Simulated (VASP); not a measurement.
Output of a VASP run:

**OSZICAR**
```
       N       E                     dE             d eps       ncg     rms          rms(c)
DAV:   1     0.386063961169E+03    0.38606E+03   -0.21531E+04  6324   0.182E+03
DAV:   2     0.562428092657E+01   -0.38044E+03   -0.37549E+03  6015   0.492E+02
DAV:   3    -0.293823357228E+02   -0.35007E+02   -0.34654E+02  8586   0.136E+02
DAV:   4    -0.305315707826E+02   -0.11492E+01   -0.11458E+01  6856   0.230E+01
DAV:   5    -0.305571584053E+02   -0.25588E-01   -0.25583E-01  7551   0.399E+00    0.173E+01
DAV:   6    -0.284766566896E+02    0.20805E+01   -0.27455E+01  7850   0.491E+01    0.158E+01
DAV:   7    -0.283972614540E+02    0.79395E-01   -0.27326E+00  7380   0.195E+01    0.909E+00
DAV:   8    -0.284138119926E+02   -0.16551E-01   -0.32171E-01  8015   0.505E+00    0.436E+00
DAV:   9    -0.284006830481E+02    0.13129E-01   -0.61374E-02  7999   0.243E+00    0.353E-01
DAV:  10    -0.284028786234E+02   -0.21956E-02   -0.12038E-02  7530   0.725E-01    0.210E-01
DAV:  11    -0.284029742123E+02   -0.95589E-04   -0.85105E-04  6865   0.241E-01    0.128E-01
DAV:  12    -0.284030195691E+02   -0.45357E-04   -0.27529E-04  7508   0.941E-02    0.963E-02
DAV:  13    -0.284030466407E+02   -0.27072E-04   -0.20679E-05  6505   0.389E-02    0.505E-02
DAV:  14    -0.284030526540E+02   -0.60133E-05   -0.14639E-05  6617   0.339E-02    0.117E-02
DAV:  15    -0.284030537362E+02   -0.10823E-05   -0.81022E-07  7093   0.912E-03    0.340E-03
DAV:  16    -0.284030537833E+02   -0.47105E-07   -0.13052E-07  5251   0.256E-03
   1 F= -.30153124E+02 E0= -.30153124E+02  d E =0.000000E+00  mag=     0.0000
```

### OUTCAR
```
------------------------ aborting loop because EDIFF is reached ----------------------------------------
  Edisp (eV):   -1.75007
  FORCE on cell =-STRESS in cart. coord.  units (eV):
  Direction    XX          YY          ZZ          XY          YZ          ZX
  --------------------------------------------------------------------------------------
  Total      -0.04643    -0.04643    -0.04643    -0.07428    -0.07428    -0.07428
  in kB      -1.15245    -1.15245    -1.15245    -1.84373    -1.84373    -1.84373
  external pressure =       -1.15 kB  Pullay stress =        0.00 kB
  volume of cell :       64.54
      direct lattice vectors                 reciprocal lattice vectors
     5.047915795  2.517930844  2.517930844     0.296562574 -0.098696694 -0.098696694
     2.517930844  5.047915795  2.517930844    -0.098696694  0.296562574 -0.098696694
     2.517930844  2.517930844  5.047915795    -0.098696694 -0.098696694  0.296562574
 POSITION                                       TOTAL-FORCE (eV/Angst)
 -----------------------------------------------------------------------------------
      0.00000      0.00000      0.00000        -0.000000     -0.000000      0.000000
      5.04189      5.04189      5.04189        -0.000000      0.000000     -0.000000
      2.52094      2.52094      2.52094         0.000000      0.000000     -0.000000
      7.56283      7.56283      7.56283         0.000000      0.000000      0.000000
 -----------------------------------------------------------------------------------
    total drift:                                0.000000     -0.000000     -0.000000
  FREE ENERGIE OF THE ION-ELECTRON SYSTEM (eV)
  ---------------------------------------------------
  free  energy   TOTEN  =       -30.1531243838 eV

  energy  without entropy=      -30.1531243838  energy(sigma->0) =      -30.15312438

 total charge

# of ion       s       p       d       tot
------------------------------------------
    1        0.226   6.187   4.989  11.402
    2        0.226   6.187   4.989  11.402
    3        1.326   2.435   0.000   3.760
    4        1.326   2.435   0.000   3.760
--------------------------------------------------
tot          3.103  17.245   9.978  30.326

 magnetization (x)

# of ion       s       p       d       tot
------------------------------------------
    1        0.016   0.015   4.051   4.082
    2       -0.016  -0.015  -4.051  -4.082
    3        0.000   0.000   0.000   0.000
    4        0.000   0.000   0.000   0.000
--------------------------------------------------
tot          0.000   0.000   0.000   0.000

 Electric field gradients after diagonalization (V/A^2)
 (convention: |V_zz| > |V_xx| > |V_yy|)
----------------------------------------------------------------------
 ion       V_xx      V_yy      V_zz     asymmetry (V_yy - V_xx)/ V_zz
----------------------------------------------------------------------
   1       1.558     1.558    -3.117       0.000
   2       1.558     1.558    -3.117       0.000
   3       1.860     1.860    -3.720       0.000
   4       1.860     1.860    -3.720       0.000
```
(Selected blocks of OUTCAR.)

POSCAR:
```
MnS
1
    5.0479157947     2.5179308445     2.5179308445
    2.5179308445     5.0479157947     2.5179308445
    2.5179308445     2.5179308445     5.0479157947
Mn S
2 2
Direct
  0.0000000000   0.0000000000   0.0000000000
  0.5000000000   0.5000000000   0.5000000000
  0.2500000000   0.2500000000   0.2500000000
  0.7500000000   0.7500000000   0.7500000000
```

**Question.** Reconstruct the remaining input files.

**Answer.** Several could match; the one computed here: the input of the run itself, PBE GGA with D4 dispersion, plane waves, VASP's PBE PAW potentials (set 64).

**KPOINTS**
```
Automatic mesh
0
Gamma
8 8 8
0 0 0
```

**INCAR**
```
# general
SYSTEM  = MnS
PREC    = Accurate
ENCUT   = 520
LREAL   = F
LASPH   = T

# electronic loop
EDIFF   = 1E-7
NELM    = 100
ALGO    = Normal
LMAXMIX = 4

# smearing
ISMEAR  = -5

# functional
GGA     = PE
IVDW    = 13

# spin
ISPIN   = 2
MAGMOM  = 4.1 -4.1 0.0 0.0

# ions
ISIF    = 2

# output
LWAVE   = F
LCHARG  = T
LORBIT  = 11
NEDOS   = 601

# other
LEFG    = T
```

POTCAR, in this order: Mn_pv S (PBE.64 set). Program: vasp_std.

The compound is MnS in the rock salt, AFM-II order structure. It was relaxed first, which changed the volume by -9 %.
